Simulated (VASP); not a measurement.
Energy against volume of Gd (hcp). These are PBE GGA with D3 dispersion (Becke-Johnson damping), VASP's PBE PAW potentials (set 64) (plane waves; VASP 6.6.1) values and carry that method's errors. Settings: 520 eV cut-off, 12×12×7 Γ-centred mesh, first-order Methfessel-Paxton smearing of 0.10 eV, potentials Gd_3.

The 4f electrons are frozen in the core of the lanthanide potential, so 4f levels, which can set the real gap, and their magnetism are missing.

Shape and ions are relaxed at each volume.

```csv
V (Å³/atom),E (eV/atom)
30.105,-5.03802
31.036,-5.04031
31.967,-5.03576
32.898,-5.02537
```

Q: Fit these four points and predict the energy of the run at 29.174 Å³/atom.

A: A cubic in V^(−2/3), the third-order Birch-Murnaghan form, passes through the four points with V0 = 30.86 Å³/atom and B0 = 40 GPa, and gives -5.0277 eV/atom there. The run gave -5.0278 eV/atom, -0.1 meV/atom from the fit; all five points give B0 = 40 GPa.

The compound is Gd in the hcp structure. It was relaxed first, which changed the volume by -6 %.
